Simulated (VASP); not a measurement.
Computed with PBE GGA, VASP's PBE PAW potentials (set 64) (plane waves; VASP).

VASP input:

POSCAR:
```
GaAs
1.0
  0.0000000000   2.8739525438   2.8739525438
  2.8739525438   0.0000000000   2.8739525438
  2.8739525438   2.8739525438   0.0000000000
Ga As
1 1
direct
  0.0000000000   0.0000000000   0.0000000000
  0.2500000000   0.2500000000   0.2500000000
```

INCAR:
```
SYSTEM  =  GaAs
PREC  =  Accurate; ENCUT  =  520; LREAL  =  .False.
LASPH  =  .True.
EDIFF  =  1E-6; NELM  =  100; ALGO  =  Normal
LMAXMIX  =  4
ISMEAR  =  0; SIGMA  =  0.05
GGA  =  PE
LWAVE  =  .False.; LCHARG  =  .True.
```

**KPOINTS**
```
Automatic
0
G
7 7 7
0 0 0
```

POTCAR, in this order: Ga_d As (PBE.64 set). Program: vasp_std.

The resulting files:

### OUTCAR
```
 ion  position               nearest neighbor table
   1  0.000  0.000  0.000-   2 2.49   2 2.49   2 2.49   2 2.49
   2  0.250  0.250  0.250-   1 2.49   1 2.49   1 2.49   1 2.49
  LATTYP: Found a face centered cubic cell.
 ALAT       =     5.7479050876
 Subroutine PRICEL returns:
 Original cell was already a primitive cell.
 Subroutine GETGRP returns: Found 24 space group operations
The static configuration has the point symmetry T_d .
The dynamic configuration has the point symmetry T_d .
 Subroutine INISYM returns: Found 24 space group operations
 Subroutine IBZKPT returns following result:
 Found     20 irreducible k-points:

 Following reciprocal coordinates:
            Coordinates               Weight
  0.000000  0.000000  0.000000      1.000000
  0.142857  0.000000  0.000000      8.000000
  0.285714  0.000000  0.000000      8.000000
  0.428571  0.000000  0.000000      8.000000
  0.142857  0.142857  0.000000      6.000000
  0.285714  0.142857  0.000000     24.000000
  0.428571  0.142857  0.000000     24.000000
 -0.428571  0.142857  0.000000     24.000000
 -0.285714  0.142857  0.000000     24.000000
 -0.142857  0.142857  0.000000     12.000000
  0.285714  0.285714  0.000000      6.000000
  0.428571  0.285714  0.000000     24.000000
 -0.428571  0.285714  0.000000     24.000000
 -0.285714  0.285714  0.000000     12.000000
  0.428571  0.428571  0.000000      6.000000
 -0.428571  0.428571  0.000000     12.000000
  0.428571  0.285714  0.142857     24.000000
 -0.428571  0.285714  0.142857     48.000000
 -0.428571  0.428571  0.142857     24.000000
 -0.285714  0.428571  0.142857     24.000000
   k-points           NKPTS =     20   k-points in BZ     NKDIM =     20   number of bands    NBANDS=     13
   number of dos      NEDOS =    301   number of ions     NIONS =      2
   total plane-waves  NPLWV =  27000
   dimension x,y,z NGX =    30 NGY =   30 NGZ =   30
...
```

**OSZICAR**
```
       N       E                     dE             d eps       ncg     rms          rms(c)
DAV:   1     0.835044568239E+02    0.83504E+02   -0.91940E+03   528   0.192E+03
DAV:   2    -0.145170788224E+01   -0.84956E+02   -0.82211E+02   560   0.330E+02
DAV:   3    -0.829406848861E+01   -0.68424E+01   -0.68045E+01   655   0.782E+01
DAV:   4    -0.841461889819E+01   -0.12055E+00   -0.12049E+00   593   0.116E+01
DAV:   5    -0.841724336213E+01   -0.26245E-02   -0.26244E-02   638   0.147E+00    0.277E+00
DAV:   6    -0.828049886867E+01    0.13674E+00   -0.25791E-01   801   0.926E+00    0.166E+00
DAV:   7    -0.826388141354E+01    0.16617E-01   -0.67793E-02   631   0.204E+00    0.556E-01
DAV:   8    -0.826474757560E+01   -0.86616E-03   -0.10350E-02   605   0.141E+00    0.922E-02
DAV:   9    -0.826515878482E+01   -0.41121E-03   -0.10758E-03   634   0.470E-01    0.558E-02
DAV:  10    -0.826522597162E+01   -0.67187E-04   -0.79380E-05   665   0.964E-02    0.300E-02
DAV:  11    -0.826528193164E+01   -0.55960E-04   -0.88458E-05   550   0.806E-02    0.398E-03
DAV:  12    -0.826528227856E+01   -0.34693E-06   -0.14642E-06   499   0.199E-02
   1 F= -.82652823E+01 E0= -.82652684E+01  d E =-.276973E-04
```

OUTCAR:
```
------------------------ aborting loop because EDIFF is reached ----------------------------------------
  FORCE on cell =-STRESS in cart. coord.  units (eV):
  Direction    XX          YY          ZZ          XY          YZ          ZX
  --------------------------------------------------------------------------------------
  Total        0.0112055      0.0112055      0.0112055      0.0000000      0.0000000     -0.0000000
  in kB        0.3781579      0.3781579      0.3781579      0.0000000      0.0000000     -0.0000000
  external PRESSURE =       0.3781579 kB  Pullay stress =       0.0000000 kB
  volume of cell :       47.48
      direct lattice vectors                 reciprocal lattice vectors
     0.000000000  2.873952544  2.873952544    -0.173976429  0.173976429  0.173976429
     2.873952544  0.000000000  2.873952544     0.173976429 -0.173976429  0.173976429
     2.873952544  2.873952544  0.000000000     0.173976429  0.173976429 -0.173976429
  FREE ENERGIE OF THE ION-ELECTRON SYSTEM (eV)
  ---------------------------------------------------
  free  energy   TOTEN  =        -8.2652822786 eV

  energy  without entropy=       -8.2652545813  energy(sigma->0) =       -8.26526843
```
(Selected blocks of OUTCAR.)

File OUTCAR:
```
 val. band max:        3.4822269609   @ k =   0.0000   0.0000   0.0000

 cond. band min:       3.6342084901   @ k =   0.0000   0.0000   0.0000


 Fermi energy:         3.5659655162

 k-point     1 :       0.0000    0.0000    0.0000
  band No.  band energies     occupation
      1     -11.2492      2.00000
      2     -11.2492      2.00000
      3     -11.2492      2.00000
      4     -11.1815      2.00000
      5     -11.1815      2.00000
      6      -8.8987      2.00000
      7       3.4822      1.98214
      8       3.4822      1.98214
      9       3.4822      1.98214
     10       3.6342      0.05358
     11       7.1942      0.00000
     12       7.1942      0.00000
     13       7.1942      0.00000

 k-point     2 :       0.1429    0.0000    0.0000
  band No.  band energies     occupation
      1     -11.2625      2.00000
      2     -11.2454      2.00000
      3     -11.2454      2.00000
      4     -11.1817      2.00000
      5     -11.1817      2.00000
      6      -8.6786      2.00000
      7       1.1819      2.00000
      8       3.2079      2.00000
      9       3.2079      2.00000
     10       4.8899      0.00000
     11       7.6011      0.00000
     12       7.6011      0.00000
     13       7.7463      0.00000

 k-point     3 :       0.2857    0.0000    0.0000
  band No.  band energies     occupation
      1     -11.2902      2.00000
      2     -11.2379      2.00000
      3     -11.2379      2.00000
      4     -11.1808      2.00000
      5     -11.1808      2.00000
      6      -8.0824      2.00000
      7      -1.0937      2.00000
      8       2.7416      2.00000
      9       2.7416      2.00000
     10       4.6749      0.00000
     11       8.0946      0.00000
     12       8.0946      0.00000
     13       9.7633      0.00000

 k-point     4 :       0.4286    0.0000    0.0000
  band No.  band energies     occupation
      1     -11.3105      2.00000
      2     -11.2333      2.00000
      3     -11.2333      2.00000
...
```

The compound is GaAs in the zinc blende structure. It was relaxed first, which changed the volume by +5 %.
